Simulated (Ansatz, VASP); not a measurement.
# Cs3Bi2Br9 in two plane-wave programs, part 2 of 2

Wanted: the spread between two codes on one cell, functional and k mesh. The cell is taken from a series of runs on this material, whose earlier steps may have relaxed, scaled, displaced or heated it; both programs get it as it stands.

VASP 6.6.1 and Ansatz 0.2.0.

So far: Starting point; VASP: relaxation of cell and atoms, PBEsol.

## Step 3: Ansatz: relaxation of cell and atoms, PBEsol

Level of this step: Ansatz beside VASP: Kohn-Sham DFT, plane waves, PBEsol (Ansatz).

Ansatz runs on its PAW soft_1 files.

The same cell, functional and mesh now go to Ansatz, which takes its cutoff from its data sets.

input.yaml

```yaml
crystal:
  lattice:
    - [7.9113700098, 0.0, 0.0]
    - [-3.9556850049, 6.8514474073, 0.0]
    - [0.0, 0.0, 9.8057305063]
  atoms:
    - { symbol: Cs, position: [0.6666666667, 0.3333333333, 0.6602355193] }
    - { symbol: Cs, position: [0.3333333333, 0.6666666667, 0.3397644807] }
    - { symbol: Cs, position: [0.0, 0.0, 0.0] }
    - { symbol: Bi, position: [0.6666666667, 0.3333333333, 0.1905454866] }
    - { symbol: Bi, position: [0.3333333333, 0.6666666667, 0.8094545134] }
    - { symbol: Br, position: [0.5, 0.5, 0.0] }
    - { symbol: Br, position: [0.5, 0.0, 0.0] }
    - { symbol: Br, position: [0.0, 0.5, 0.0] }
    - { symbol: Br, position: [0.3296535152, 0.1648267576, 0.3395150925] }
    - { symbol: Br, position: [0.8351732424, 0.1648267576, 0.3395150925] }
    - { symbol: Br, position: [0.8351732424, 0.6703464848, 0.3395150925] }
    - { symbol: Br, position: [0.1648267576, 0.3296535152, 0.6604849075] }
    - { symbol: Br, position: [0.1648267576, 0.8351732424, 0.6604849075] }
    - { symbol: Br, position: [0.6703464848, 0.8351732424, 0.6604849075] }
kpoints:
  mp_grid: { grid: [6, 6, 4] }
hamiltonian:
  xc: pbesol
  pseudopotentials: { kind: paw, azcp: { folder: soft_1 }, xc_functional: pbe }
scf:
  occupations: { method: fixed }
output:
  forces: true
  stress: true
  eigenvalues: true
relax:
  adjacent_minimum: "off"
  f_tol: 0.001
  max_steps: 60
  cell: { stress_tol: 0.01 }
```

Launch:

```bash
ansatz run input.yaml --threads 16 --pin off --max-ram 61440MiB --backend cuda --events-out ev --progress --plain --runs-dir out
```

Numbers of over 12 decimals in the logs are rounded to 6 here.

Log:

```text
Engine: ansatz 0.2.0, aarch64-unknown-linux-gnu
Pseudopotentials: kind: paw
Pseudopotential: Cs, paw, valence charge 9, recommended cutoff 420 eV (normal), soft_1/Cs.paw.azcp
Pseudopotential: Bi, paw, valence charge 15, recommended cutoff 420 eV (normal), soft_1/Bi.paw.azcp
Pseudopotential: Br, paw, valence charge 7, recommended cutoff 420 eV (normal), soft_1/Br.paw.azcp
Functional definition: PBEsol
  exchange = pbesol_x
  correlation = pbesol_c
[...]
Crystal: 14 atoms, lattice volume = 531.513 Å³
Basis set: ecut = 420 eV, 10335 PW (Γ), exchange–correlation on 108×108×144 points (8 copies of the dense FFT grid, shifted against one another)
Bands: 74, of which v1, the nominal top of the filled ones, is band 60 counted from 1 (59 counted from 0)
Symmetry: 12 space group operations
Space group: P-3m1 (ITA 164), of the structure as read, at distance tolerance 8.1e-5 Å
k-points: 24 of 144
Non-local potential: Cs, projectors of the file, l = 0: 3, l = 1: 2, l = 2: 2, l = 3: 2
Non-local potential: Bi, projectors of the file, l = 0: 2, l = 1: 2, l = 2: 2, l = 3: 1
Non-local potential: Br, projectors of the file, l = 0: 2, l = 1: 2, l = 2: 2
PAW form: soft (Blöchl's): semilocal exchange-correlation on the pseudo side does not see the compensation charge
PAW frozen core: Cs, regenerated for the run's functional, and the local potential with it (the file was generated under x = pbe(κ = 0.804, μ = 0.219515), c = pbe(β = 0.066725))
PAW frozen core: Bi, regenerated for the run's functional, and the local potential with it (the file was generated under x = pbe(κ = 0.804, μ = 0.219515), c = pbe(β = 0.066725))
PAW frozen core: Br, regenerated for the run's functional, and the local potential with it (the file was generated under x = pbe(κ = 0.804, μ = 0.219515), c = pbe(β = 0.066725))
PAW one-centre angular grid: Cs, 194 points (default); XC on 64 Gauss nodes
PAW one-centre angular grid: Bi, 590 points (default); XC on 64 Gauss nodes
PAW one-centre angular grid: Br, 110 points (default); XC on 64 Gauss nodes
Initial density: superposition of atomic densities (chi_scale 0.1, normalization cell, long waves kept (reshape's long-wave potential 0.05 eV rms))
Initial wavefunctions: pseudopotential atomic-orbital guess
[...]
Functional: x = pbesol(κ = 0.804, μ = 0.123457), c = pbesol(β = 0.046)
SCF iter   1: F=—  HF=-65896.013601 eV  |F-HF|=—  |Δ(HF+E_count)|=         —  Δρ=2.43e-2  dr2=7.34e0  ethr=3.10e-3  ⟨swp⟩=4.4  Hψ=6307  notcnv=0  defer=267
preconditioner: auto → Resta (q_TF=auto, 2.129 Å⁻¹)  ε∞=3.3  [insulator: Δε(μ)=2.238 eV  Ē_g=10.239 eV  n_scr=84 (ndim 8)  ℏωp=15.6 eV  f_vac=0.002  ε∞_Penn≈3.3]
SCF iter   2: F=—  HF=-65893.619216 eV  |F-HF|=—  |Δ(HF+E_count)|=    2.39e0  Δρ=1.11e-2  dr2=2.10e0  ethr=3.10e-3  ⟨swp⟩=2.7  Hψ=3175  notcnv=0  defer=259
[...]
SCF iter   9: F=-65892.537306 eV  HF=-65892.537306 eV  |F-HF|=5.56e-8  |Δ(HF+E_count)|=   1.38e-6  Δρ=2.04e-6  dr2=3.40e-8  ethr=8.33e-11  ⟨swp⟩=19.5  Hψ=13182  notcnv=0
SCF 1 converged in 9 iterations: F = -65892.537306 eV  dr2 = 3.40e-8
  greatest PAW one-centre occupation: 0.990 electrons in one spin orbital (limit 2), on the Bi atom at site 4 (counted from 0), in its partial waves of l = 2
relax step   1: F+E_penalty+E_count = -65892.53730647 eV  Δ(F+E_penalty+E_count) = +0.000e0 eV  max|allowed force component| = 4.427e-3 eV/Å  Δτ_max = 0.0000 Å  P = +0.008 GPa  Ω = 531.513 Å³  (9 SCF iters, dr2 threshold 1.00e-7 eV, accepted)
[...]
relax step   2: F+E_penalty+E_count = -65892.53731382 eV  Δ(F+E_penalty+E_count) = -7.350e-6 eV  max|allowed force component| = 1.167e-3 eV/Å  Δτ_max = 0.0008 Å  P = +0.002 GPa  Ω = 531.632 Å³  energy of the carried Pulay correction = -4.846e-6 eV  (5 SCF iters, dr2 threshold 1.22e-9 eV, accepted)
[...]
relax step   3: F+E_penalty+E_count = -65892.53731262 eV  Δ(F+E_penalty+E_count) = +1.204e-6 eV  max|allowed force component| = 9.149e-4 eV/Å  Δτ_max = 0.0008 Å  P = -0.000 GPa  Ω = 531.763 Å³  energy of the carried Pulay correction = -1.022e-5 eV  (6 SCF iters, dr2 threshold 8.52e-11 eV, accepted)
[...]
relax step   4: F+E_penalty+E_count = -65892.53731332 eV  Δ(F+E_penalty+E_count) = -7.022e-7 eV  max|allowed force component| = 5.564e-4 eV/Å  Δτ_max = 0.0012 Å  P = -0.000 GPa  Ω = 531.781 Å³  energy of the carried Pulay correction = -1.095e-5 eV  (7 SCF iters, accepted)
[...]
relax step   5: F+E_penalty+E_count = -65892.53732409 eV  Δ(F+E_penalty+E_count) = -1.077e-5 eV  max|allowed force component| = 5.562e-4 eV/Å  Δτ_max = 0.0000 Å  P = -0.000 GPa  Ω = 531.781 Å³  stress off target by 4.93e-4 GPa  SCF on the basis re-selected at this cell (its energy is not comparable with the rows above)  (4 SCF iters)
[...]
SCF converged after 4 iterations
[...]
max |Σ_I F_I| component: 3.97e-18 eV/Å
--- Stress (GPa, compression-positive) ---
       -0.000493       0.000000      -0.000000
        0.000000      -0.000493       0.000000
        0.000000       0.000000      -0.000427
  P = ⅓ Tr σ = -0.0005 GPa (-0.005 kbar)
--- Band table (eV; the first three rows and the last of 24) ---
  k-point 0: bands = [... 56 lower, 2.3676, 2.3676, 2.4433, 3.0238, 5.4371, 6.2125]
  k-point 1: bands = [... 56 lower, 2.4774, 2.4774, 2.5195, 2.8004, 5.5653, 5.9297]
  k-point 2: bands = [... 56 lower, 2.4575, 2.5561, 2.5561, 2.5614, 5.6874, 5.7004]
  k-point 23: bands = [... 56 lower, 2.1861, 2.1861, 2.7346, 2.7346, 6.3149, 6.3149]
--- Relaxed structure (4 steps of the walk, 4 accepted, 1 SCFs on fresh bases) ---
  F+E_penalty+E_count = -65892.53732409 eV   max|allowed force component| = 5.562e-4 eV/Å   (the final SCF, on the basis selected at the relaxed cell)
  cell:  # Å, volume = 531.7808 Å³
    - [7.911690, 0.0, 0.0]
    - [-3.955845, 6.851725, 0]
    - [0.0, 0, 9.809876]
  atoms:
    - { symbol: Cs, position: [0.666667, 0.333333, 0.660036] }
    - { symbol: Cs, position: [0.333333, 0.666667, 0.339964] }
    - { symbol: Cs, position: [0, 0, 0] }
    - { symbol: Bi, position: [0.666667, 0.333333, 0.190500] }
    - { symbol: Bi, position: [0.333333, 0.666667, 0.809500] }
    - { symbol: Br, position: [0.5, 0.5, 0] }
    - { symbol: Br, position: [0.500000, 0, 0] }
    - { symbol: Br, position: [2.7755575615628914e-17, 0.5, 0] }
    - { symbol: Br, position: [0.329784, 0.164892, 0.339595] }
    - { symbol: Br, position: [0.835108, 0.164892, 0.339595] }
    - { symbol: Br, position: [0.835108, 0.670216, 0.339595] }
    - { symbol: Br, position: [0.164892, 0.329784, 0.660405] }
    - { symbol: Br, position: [0.164892, 0.835108, 0.660405] }
    - { symbol: Br, position: [0.670216, 0.835108, 0.660405] }
```

Reading the cycles: dr2 is the Hartree energy of the density residual (eV), the measure of convergence; HF is the Harris–Foulkes estimate of the energy, which meets the free energy F at convergence.

## Step 4: Side by side

Known differences besides the potentials themselves: fixed occupations in Ansatz, narrow Gaussian smearing in VASP; the cutoff is 420 eV in Ansatz and 500 eV in VASP; Ansatz makes its cores anew for this functional, VASP keeps those of its PBE data sets; Ansatz adds a Pulay correction to the stress that steers its cell, VASP none. Total energies have different zeros and are not compared.

The two programs side by side:

```tsv
quantity	Ansatz	VASP	difference
volume (Å³)	531.78	531.95	-0.03 %
edge a after relaxation, in the typed setting (Å)	7.912	7.913	-0.02 %
edge c after relaxation, in the typed setting (Å)	9.810	9.809	+0.01 %
```

## Step 5: Summary of results

* difference in volume (relaxation of cell and atoms, PBEsol): -0.032 %

In words: The difference in volume is -0.032 % (relaxation of cell and atoms, PBEsol), within the 1.2 % picked in this series as the mark of a large difference, as far as the stopping tolerances let one tell. VASP runs on this material, other cells of it included, that failed, so that no pair exists: relaxation of cell and atoms, PBEsol (timeout). Such differences can come from data sets, numerical settings and the points named under the comparisons, not from the functional's error against experiment.

[Lines on the potential files, build, host, timing and source positions are cut from VASP's logs without a mark.]

[Logs are printed without paths, hosts, clocks, repeated set-up lines and the standing remarks that a program may print on its own settings, such as how far it seeks lower states.]

[Hosts, paths, dates, database ids (printed as entryN), source tags and the programs' standing remarks are cut or masked in the printed files.]
